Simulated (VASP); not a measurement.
# SrLaMnO3 (Cm) in VASP: equation of state

How stiff is SrLaMnO3 in PBE, and what volume does it want? The cell is scaled to several volumes.

All numbers are computed with VASP 6.6.1; they aren't measurements. Logs are shortened: lines on timing, memory, paths and dates and some standing lists are left out, and cuts for length are marked.

### Step 1. The structure

The structure is monoclinic, space group Cm (No. 8). The conventional cell has a = 13.792 Å, b = 3.960 Å, c = 3.585 Å, α = 90.00°, β = 104.86°, γ = 90.00°. Around La (site symmetry m) lie 5 O at 2.36 to 2.64 Å. Around Sr (site symmetry m) lie 7 O at 2.46 to 2.74 Å. Mn (site symmetry m) has 3 O at 1.99 to 2.28 Å as nearest neighbours. O (site symmetry m) has 2 Mn at 1.99 Å as nearest neighbours. Around O (site symmetry m) lie 1 Mn at 2.28 Å and 1 La at 2.36 Å. Around O (site symmetry m) lie 1 Mn at 2.32 Å and 1 Sr at 2.46 Å and 2 La at 2.64 Å.

The cell comes from a database or a generator and needn't be the stable form of this composition.

### Step 2. Equation of state, PBE, collinear spin, ferromagnetic start, 14.83 Å³/atom (volume scaled by 0.94)

INCAR reads:

```
  ALGO = Normal
  EDIFF = 1E-7
  ENCUT = 520
  GGA = PE
  ISIF = 2
  ISMEAR = -1
  ISPIN = 2
  LASPH = True
  LCHARG = False
  LMAXMIX = 6
  LORBIT = 11
  LREAL = False
  LWAVE = False
  MAGMOM = 0 0 4 0 0 0
  NBANDS = 39
  NELM = 120
  PREC = Accurate
  SIGMA = 0.05
```

KPOINTS reads:

```
k-points
0
Gamma
  7 7 8
```

POSCAR reads:

```
SrLaMnO3
1.0
    6.7554546873     -1.9396906987      0.0000000000
    6.7554546873      1.9396906987      0.0000000000
   -0.9005089079      0.0000000000      3.3947903601
La Sr Mn O
1 1 1 3
Direct
    0.6477200000      0.6477200000      0.6263080000
    0.3542590000      0.3542590000      0.3382430000
    0.9958270000      0.9958270000      0.9785650000
    0.5080155000      0.5080155000      0.9835080000
    0.8247205000      0.8247205000      0.8188640000
    0.1694615000      0.1694615000      0.1695110000
```

Potentials or basis: VASP PAW PBE potentials, release 64 (La, Sr_sv, Mn_pv, O).

On the command line:

```console
$ cat potpaw_PBE.64/La/POTCAR potpaw_PBE.64/Sr_sv/POTCAR potpaw_PBE.64/Mn_pv/POTCAR potpaw_PBE.64/O/POTCAR > POTCAR
$ mpirun -np 1 vasp_std > vasp.out
```

OUTCAR:

```text
EDIFF = 1E-7
   ENCUT = 520
   GGA = PE
   ISIF = 2
   ISMEAR = -1
   ISPIN = 2
   LASPH = True
   LORBIT = 11
   LREAL = False
   NELM = 120
   PREC = Accurate

 Found    116 irreducible k-points:

 Following reciprocal coordinates:
            Coordinates               Weight
  0.000000  0.000000  0.000000      1.000000
  0.142857  0.000000  0.000000      4.000000
  0.285714  0.000000  0.000000      4.000000
  0.428571  0.000000  0.000000      4.000000
  0.142857  0.142857  0.000000      2.000000
  0.285714  0.142857  0.000000      4.000000
   k-points           NKPTS =    116   k-points in BZ     NKDIM =    116   number of bands    NBANDS=     39
   number of dos      NEDOS =    301   number of ions     NIONS =      6
   total plane-waves  NPLWV =  81648
   dimension x,y,z NGX =    54 NGY =   54 NGZ =   28
   dimension x,y,z NGXF=   108 NGYF=  108 NGZF=   56
   ions per type =               1   1   1   3
   NGX,Y,Z   is equivalent  to a cutoff of  12.77, 12.77, 13.25 a.u.
   NGXF,Y,Z  is equivalent  to a cutoff of  25.55, 25.55, 26.51 a.u.
 SYSTEM =  unknown system
   PREC   = accura    normal or accurate (medium, high low for compatibility)
   ISTART =      0    job   : 0-new  1-cont  2-samecut
   ICHARG =      2    charge: 1-file 2-atom 10-const
   ISPIN  =      2    spin polarized calculation?
   LNONCOLLINEAR =      F non collinear calculations
   LSORBIT =      F    spin-orbit coupling
   LASPH  =      T    aspherical Exc in radial PAW
   ENCUT  =  520.0 eV  38.22 Ry    6.18 a.u.  13.07 13.07  6.53*2*pi/ulx,y,z
   NELM   =    120;   NELMIN=  2; NELMDL= -5     # of ELM steps
   EDIFF  = 0.1E-06   stopping-criterion for ELM
   LREAL  =      F    real-space projection
   EDIFFG = 0.1E-05   stopping-criterion for IOM
   NSW    =      0    number of steps for IOM
   IBRION =     -1    ionic relax: 0-MD 1-quasi-New 2-CG
   NFREE  =      0    steps in history (QN), initial steepest desc. (CG)
   ISIF   =      2    stress and relaxation
   ISYM   =      2    0-nonsym 1-usesym 2-fastsym
   POTIM  = 0.5000    time-step for ionic-motion
   TEBEG  =    0.0;   TEEND  =   0.0 temperature during run
   PSTRESS=    0.0 pullay stress
   NELECT =      52.0000    total number of electrons
   NUPDOWN=      -1.0000    fix difference up-down
   EMIN   =  10.00;   EMAX   =-10.00  energy-range for DOS
   EFERMI =   0.00;   METHOD = LEGACY
   ISMEAR =    -1;   SIGMA  =   0.05  broadening in eV -4-tet -1-fermi 0-gaus
   EFERMI_NEDOS =   21; number of points for ismear=-14 and -15
   IALGO  =     38    algorithm
   IMIX   =      4    mixing-type and parameters
     AMIX     =   0.40;   BMIX     =  1.00
     AMIX_MAG =   1.60;   BMIX_MAG =  1.00
[... 19 lines left out ...]
 Free energy of the ion-electron system (eV)
  ---------------------------------------------------
  ext. energy  EPLUGINS =         0.00000000
  ---------------------------------------------------
  free energy    TOTEN  =       -44.91038850 eV

  energy without entropy =      -44.90500635  energy(sigma->0) =      -44.90769742

 E-fermi :   7.6432     XC(G=0): -10.9280

 val. band max:        7.6322534711   @ k =   0.2857   0.2857   0.3750
 cond. band min:       7.6968537933   @ k =  -0.1429  -0.1429   0.3750
 fundamental gap:      0.0646003221
 Fermi energy:         7.6431767958

 spin component 1

 k-point     1 :       0.0000    0.0000    0.0000
  band No.  band energies     occupation
      1     -42.7391      1.00000
      2     -42.6952      1.00000
      3     -42.5532      1.00000
      4     -27.5348      1.00000
      5     -25.1799      1.00000
      6     -12.8498      1.00000
[... 235 lines left out ...]
     37      10.2447      0.00000
     38      10.3347      0.00000

 [... further k-points ...]

 spin component 2

 k-point     1 :       0.0000    0.0000    0.0000
  band No.  band energies     occupation
      1     -38.7180      1.00000
      2     -38.6866      1.00000
      3     -38.3959      1.00000
      4     -27.5353      1.00000
      5     -25.1882      1.00000
      6     -12.7160      1.00000
[... 235 lines left out ...]
     37      10.3351      0.00000
     38      10.6700      0.00000

 [... further k-points ...]

 [bands above 38 left out]

------------------------ aborting loop because EDIFF is reached ----------------------------------------

  FORCE on cell =-STRESS in cart. coord.  units (eV):
  Direction    XX          YY          ZZ          XY          YZ          ZX
  --------------------------------------------------------------------------------------
  -------------------------------------------------------------------------------------
  Total        3.5274227      1.6317389      2.5138407      0.0000000      0.0000000      0.2231626
  in kB       63.5240338     29.3853750     45.2708140      0.0000000      0.0000000      4.0188508
  external PRESSURE =      46.0600743 kB  Pullay stress =       0.0000000 kB

 VOLUME and BASIS-vectors are now :
 -----------------------------------------------------------------------------
  energy-cutoff  :      520.00
  volume of cell :       88.97
      direct lattice vectors                 reciprocal lattice vectors
     6.755454687 -1.939690699  0.000000000     0.074014263 -0.257773056  0.019633172
     6.755454687  1.939690699  0.000000000     0.074014263  0.257773056  0.019633172
    -0.900508908  0.000000000  3.394790360     0.000000000  0.000000000  0.294569000

 POSITION                                       TOTAL-FORCE (eV/Angst)
 -----------------------------------------------------------------------------------
      8.18729      0.00000      2.12618        -0.287720      0.000000     -0.011912
      4.48177      0.00000      1.14826         0.270228      0.000000      0.096915
     12.57332      0.00000      3.32202         0.034002      0.000000     -0.033568
      5.97809      0.00000      3.33880        -0.234846      0.000000     -0.017336
     10.40533      0.00000      2.77987         0.360912      0.000000      0.060093
      2.13693      0.00000      0.57545        -0.142576      0.000000     -0.094193
 -----------------------------------------------------------------------------------
    total drift:                               -0.000955     -0.000000     -0.000169

  FREE ENERGIE OF THE ION-ELECTRON SYSTEM (eV)
  ---------------------------------------------------
  free  energy   TOTEN  =       -44.9103885029 eV

  energy  without entropy=      -44.9050063453  energy(sigma->0) =      -44.90769742

 total charge

# of ion       s       p       d       f       tot
--------------------------------------------------
    1        2.015   5.691   0.677   0.237   8.620
    2        2.012   5.810   0.275   0.000   8.097
    3        0.281   6.238   5.026   0.000  11.545
    4        1.558   3.482   0.000   0.000   5.040
    5        1.560   3.425   0.000   0.000   4.985
    6        1.560   3.419   0.000   0.000   4.979
--------------------------------------------------
tot          8.986  28.065   5.978   0.237  43.267

 magnetization (x)

# of ion       s       p       d       f       tot
--------------------------------------------------
    1       -0.001  -0.001  -0.017   0.005  -0.014
    2       -0.000   0.000  -0.000   0.000  -0.000
    3        0.028   0.012   3.741   0.000   3.781
    4        0.004   0.056   0.000   0.000   0.060
    5        0.005   0.042   0.000   0.000   0.047
    6        0.004   0.046   0.000   0.000   0.050
--------------------------------------------------
tot          0.040   0.155   3.723   0.005   3.924
```

It took 24 min on 1 thread of Intel Xeon Platinum 8488C (Sapphire Rapids), shared host; peak memory 0.82 GiB.

Results:

```
Free energy                                           : -44.9104 eV
Pressure                                              : 4.6 GPa
Largest force                                         : 0.366 eV/Å
Band gap on the k mesh                                : none (metal or under the smearing width)
Net moment                                            : 4.01 μB per cell
Site moments                                          : La -0.01; Sr -0.00; Mn +3.78; O +0.06, +0.05 μB
Valence electrons inside the program's atomic spheres : La 8.62; Sr 8.10; Mn 11.54; O 5.04, 4.99, 4.98
```

Caveat: a cell with one magnetic atom can't hold antiferromagnetic order, which such compounds often take; semilocal functionals often make such compounds metallic where correlation or magnetic order opens a gap, which also shifts bond lengths.

### Step 3. Equation of state, PBE, collinear spin, ferromagnetic start, 15.14 Å³/atom (volume scaled by 0.96)

INCAR reads:

```
PREC = Accurate
ENCUT = 520
EDIFF = 1E-7
ISMEAR = -1
SIGMA = 0.05
LREAL = False
LASPH = True
NELM = 150
ALGO = Normal
ISIF = 2
LWAVE = False
LCHARG = False
ISPIN = 2
MAGMOM = 0 0 4 0 0 0
LORBIT = 11
LMAXMIX = 6
GGA = PE
NBANDS = 39
```

KPOINTS reads:

```
Automatic mesh
0
Gamma
  7 7 8
```

POSCAR, as its differences from that of step 2:

```diff
@@ -2,5 +2,5 @@
 1.0
-    6.7554546873     -1.9396906987      0.0000000000
-    6.7554546873      1.9396906987      0.0000000000
-   -0.9005089079      0.0000000000      3.3947903601
+    6.8030298793     -1.9533509424      0.0000000000
+    6.8030298793      1.9533509424      0.0000000000
+   -0.9068507289      0.0000000000      3.4186981222
 La Sr Mn O
```

Potentials or basis: VASP PAW PBE potentials, release 64 (La, Sr_sv, Mn_pv, O).

On the command line:

```console
$ cat potpaw_PBE.64/La/POTCAR potpaw_PBE.64/Sr_sv/POTCAR potpaw_PBE.64/Mn_pv/POTCAR potpaw_PBE.64/O/POTCAR > POTCAR
$ mpirun -np 1 vasp_std > vasp.out
```

Wall time 24 min (1 thread of Intel Xeon Platinum 8488C (Sapphire Rapids), shared host); peak memory 0.83 GiB.

It converged, with:

```yaml
Free_energy: -44.9506 eV
Pressure: 2.0 GPa
Largest_force: 0.276 eV/Å
Band_gap_on_the_k_mesh: none (metal or under the smearing width)
Net_moment: 4.03 μB per cell
Site_moments: La -0.02; Sr -0.00; Mn +3.81; O +0.06, +0.05 μB
Valence_electrons_inside_the_program's_atomic_spheres: La 8.59; Sr 8.08; Mn 11.52; O 5.03, 4.98, 4.97
```

Caveat: a cell with one magnetic atom can't hold antiferromagnetic order, which such compounds often take; semilocal functionals often make such compounds metallic where correlation or magnetic order opens a gap, which also shifts bond lengths.

### Step 4. Equation of state, PBE, collinear spin, ferromagnetic start, 15.46 Å³/atom (volume scaled by 0.98)

INCAR reads:

```
SYSTEM = SrLaMnO3
  PREC = Accurate
  ENCUT = 520
  EDIFF = 1E-7
  ISMEAR = -1
  SIGMA = 0.05
  LREAL = .False.
  LASPH = .True.
  NELM = 100
  ALGO = Normal
  ISIF = 2
  LWAVE = .False.
  LCHARG = .False.
  ISPIN = 2
  MAGMOM = 0 0 4 0 0 0
  LORBIT = 11
  LMAXMIX = 6
  GGA = PE
  NBANDS = 39
```

KPOINTS reads:

```
regular mesh
0
Gamma
  7 7 8
  0 0 0
```

POSCAR, as its differences from that of step 3:

```diff
@@ -2,5 +2,5 @@
 1.0
-    6.8030298793     -1.9533509424      0.0000000000
-    6.8030298793      1.9533509424      0.0000000000
-   -0.9068507289      0.0000000000      3.4186981222
+    6.8499488094     -1.9668227539      0.0000000000
+    6.8499488094      1.9668227539      0.0000000000
+   -0.9131050695      0.0000000000      3.4422760957
 La Sr Mn O
```

On the command line:

```console
$ cat potpaw_PBE.64/La/POTCAR potpaw_PBE.64/Sr_sv/POTCAR potpaw_PBE.64/Mn_pv/POTCAR potpaw_PBE.64/O/POTCAR > POTCAR
$ mpirun -np 1 vasp_std > vasp.out
```

Run time: 23 min. Hardware: 1 thread of Intel Xeon Platinum 8488C (Sapphire Rapids), shared host; peak memory 0.83 GiB.

It converged, with:

| Quantity | Value |
| --- | --- |
| Free energy | -44.9614 eV |
| Pressure | -0.4 GPa |
| Largest force | 0.191 eV/Å |
| Band gap on the k mesh | none (metal or under the smearing width) |
| Net moment | 4.05 μB per cell |
| Site moments | La -0.02; Sr -0.00; Mn +3.84; O +0.06, +0.05 μB |
| Valence electrons inside the program's atomic spheres | La 8.56; Sr 8.06; Mn 11.50; O 5.02, 4.97, 4.96 |

Caveat: a cell with one magnetic atom can't hold antiferromagnetic order, which such compounds often take; semilocal functionals often make such compounds metallic where correlation or magnetic order opens a gap, which also shifts bond lengths.

### Step 5. Equation of state, PBE, collinear spin, ferromagnetic start, 16.09 Å³/atom (volume scaled by 1.02)

INCAR reads:

```
PREC = Accurate
ENCUT = 520
EDIFF = 1E-7
ISMEAR = -1
SIGMA = 0.05
LREAL = F
LASPH = T
NELM = 100
ALGO = Normal
ISIF = 2
LWAVE = F
LCHARG = F
ISPIN = 2
MAGMOM = 0 0 4 0 0 0
LORBIT = 11
LMAXMIX = 6
GGA = PE
NBANDS = 39
```

KPOINTS reads:

```
regular mesh
0
Gamma
  7 7 8
```

POSCAR, as its differences from that of step 4:

```diff
@@ -2,5 +2,5 @@
 1.0
-    6.8499488094     -1.9668227539      0.0000000000
-    6.8499488094      1.9668227539      0.0000000000
-   -0.9131050695      0.0000000000      3.4422760957
+    6.9419054038     -1.9932262100      0.0000000000
+    6.9419054038      1.9932262100      0.0000000000
+   -0.9253629761      0.0000000000      3.4884866581
 La Sr Mn O
```

On the command line:

```console
$ cat potpaw_PBE.64/La/POTCAR potpaw_PBE.64/Sr_sv/POTCAR potpaw_PBE.64/Mn_pv/POTCAR potpaw_PBE.64/O/POTCAR > POTCAR
$ mpirun -np 1 vasp_std > vasp.out
```

Wall time 24 min (1 thread of Intel Xeon Platinum 8488C (Sapphire Rapids), shared host); peak memory 0.87 GiB.

It converged, with:

```yaml
Free_energy: -44.9073 eV
Pressure: -4.3 GPa
Largest_force: 0.096 eV/Å
Band_gap_on_the_k_mesh: none (metal or under the smearing width)
Net_moment: 4.08 μB per cell
Site_moments: La -0.03; Sr -0.00; Mn +3.90; O +0.05, +0.04 μB
Valence_electrons_inside_the_program's_atomic_spheres: La 8.51; Sr 8.04; Mn 11.46; O 5.00, 4.95, 4.94
```

Caveat: a cell with one magnetic atom can't hold antiferromagnetic order, which such compounds often take; semilocal functionals often make such compounds metallic where correlation or magnetic order opens a gap, which also shifts bond lengths.

### Step 6. Equation of state, PBE, collinear spin, ferromagnetic start

Potentials or basis: VASP PAW PBE potentials, release 64 (La, Sr_sv, Mn_pv, O).

No new run: the results of the series are fitted here.

Results:

```yaml
Equilibrium_volume: 15.43 Å³/atom
Bulk_modulus_at_fixed_shape_and_positions: 110 GPa
Pressure_derivative_of_the_bulk_modulus: "4.4 (rough: it moves with the points fitted)"
```

Energy against volume, from the lowest point:
```tsv
volume (Å³/atom)	energy (meV/atom)
14.828	8.51
15.143	1.81
15.459	0.00
15.774	2.54
16.090	9.02
```

Caveat: the cell was scaled at fixed shape and fractional positions, which overstates the stiffness of a crystal with free parameters, most of all of layers and chains. Spin-orbit coupling is left out, which matters for the levels of La.
